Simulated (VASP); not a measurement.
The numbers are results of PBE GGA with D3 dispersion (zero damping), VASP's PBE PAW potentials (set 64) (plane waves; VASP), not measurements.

The input files of a VASP run:

**POSCAR**
```
NiSb
1.0
  1.9267848519  -3.3372894190   0.0000000000
  1.9267848519   3.3372894190   0.0000000000
  0.0000000000   0.0000000000   4.9887134814
Ni Sb
2 2
Cart
  1.9267848519   3.3372894190   2.4943567407
  1.9267848519   3.3372894190   0.0000000000
  1.9267848519   1.1124320312   1.2471783703
  1.9267848519  -1.1124320312   3.7415351110
```

**INCAR**
```
SYSTEM = NiSb
PREC = Accurate
ENCUT = 520
EDIFF = 1E-7
NELM = 100
ALGO = Normal
LREAL = .FALSE.
LASPH = .TRUE.
ISMEAR = 1
SIGMA = 0.1
GGA = PE
IVDW = 11
LMAXMIX = 4
LWAVE = .FALSE.
LCHARG = .FALSE.
ISIF = 4
IBRION = 2
NSW = 30
EDIFFG = -0.01
```

KPOINTS:
```
Automatic mesh
0
G
 9 9 6
0 0 0
```

POTCAR, in this order: Ni Sb (PBE.64 set). Program: vasp_std.

Question: What will the output report for the number of irreducible k-points (NKPTS), largest plane-wave count, number of space-group operations, FFT grid (NGX, NGY, NGZ)?

Answer: 
```yaml
number of irreducible k-points (NKPTS): 48
largest_plane_wave_count: 1761
number_of_space_group_operations: 24
FFT grid (NGX, NGY, NGZ): 30 × 30 × 40
```

The compound is NiSb in the NiAs type structure. This cell is one point of a volume scan, at 0.94 of the reference volume. Symmetry was kept, so distortions that lower it aren't found. The run is not spin-polarised, so no magnetic state was tried.
